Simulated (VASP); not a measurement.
Crystal: BiSbS4.

```
CELL_PARAMETERS angstrom
6.10000 0.00000 0.00000
0.00000 7.50000 0.00000
-0.11344 0.00000 6.49901
ATOMIC_POSITIONS crystal
Sb 0.00000 0.18000 0.25000
Sb 0.00000 0.82000 0.75000
Bi 0.50000 0.32000 0.75000
Bi 0.50000 0.68000 0.25000
S 0.74000 0.38000 0.41000
S 0.26000 0.38000 0.09000
S 0.22000 0.11000 0.58000
S 0.78000 0.11000 0.92000
S 0.26000 0.62000 0.59000
S 0.74000 0.62000 0.91000
S 0.22000 0.89000 0.08000
S 0.78000 0.89000 0.42000
```

The cell was built by a generator and needn't be a form met in nature.

```yaml
Program: VASP 6.6.1
Task: relaxation of cell and atoms
Functional: PBE
Potentials_or_basis: VASP PAW PBE potentials, release 64 (Sb, Bi_d, S)
Cutoff: 520 eV
k_mesh: 3 × 2 × 2
Occupations: gaussian, width 0.15 eV
Spin: no spin polarisation
```

At the start: pressure 3.9 GPa; volume 24.78 Å³/atom.

Task: Where does the relaxation end?

Result: Over 15 steps the energy falls by 108.1 meV/atom and the volume is 25.55 Å³/atom (+3.1 %); space group P2/c (No. 13, to 0.05 Å).

The path:
| step | energy change (eV) | largest force (eV/Å) | pressure (GPa) | volume (Å³) |
| --- | --- | --- | --- | --- |
| 1 | 0.0000 | 1.1186 | 3.94 | 297.33 |
| 2 | -0.4075 | 0.5302 | -1.74 | 324.34 |
| 3 | -0.4180 | 0.5475 | -1.29 | 320.26 |
| 4 | -0.5667 | 0.4747 | -0.77 | 316.40 |
| 5 | -0.6972 | 0.6877 | 1.18 | 307.31 |
| 6 | -0.7788 | 0.7462 | 0.94 | 308.51 |
| 7 | -0.9326 | 0.9496 | 0.35 | 311.93 |
| 8 | -0.9484 | 1.0592 | 0.19 | 313.37 |
| 9 | -1.1063 | 0.5322 | -0.84 | 315.59 |
| 10 | -1.1431 | 0.2606 | -1.74 | 317.79 |
| 11 | -1.2372 | 0.2809 | 0.02 | 305.81 |
| 12 | -1.2373 | 0.2897 | 0.17 | 304.67 |
| 13 | -1.2738 | 0.1488 | 0.27 | 304.13 |
| 14 | -1.2868 | 0.1001 | 0.36 | 303.55 |
| 15 | -1.2974 | 0.0439 | -0.31 | 306.58 |

Final structure:
```xyz
12
Lattice="6.2813 0.0000 0.4273 0.0000 7.2260 0.0000 0.3242 0.0000 6.7766" Properties=species:S:1:pos:R:3 pbc="T T T"
Sb    0.0810    0.9989    1.6942
Sb    0.2431    6.2270    5.0825
Bi    3.3838    2.4801    5.2961
Bi    3.2217    4.7459    1.9078
S     4.9553    2.9525    3.0506
S     1.4881    2.9525    0.7650
S     1.6519    0.6513    3.7071
S     5.1156    0.6513    6.8851
S     1.6502    4.2735    4.1533
S     5.1173    4.2735    6.4389
S     1.4898    6.5746    0.3188
S     4.9536    6.5746    3.4968
```

Caveat: the k mesh is coarse (spacing up to 0.48 Å⁻¹), so the values aren't converged.
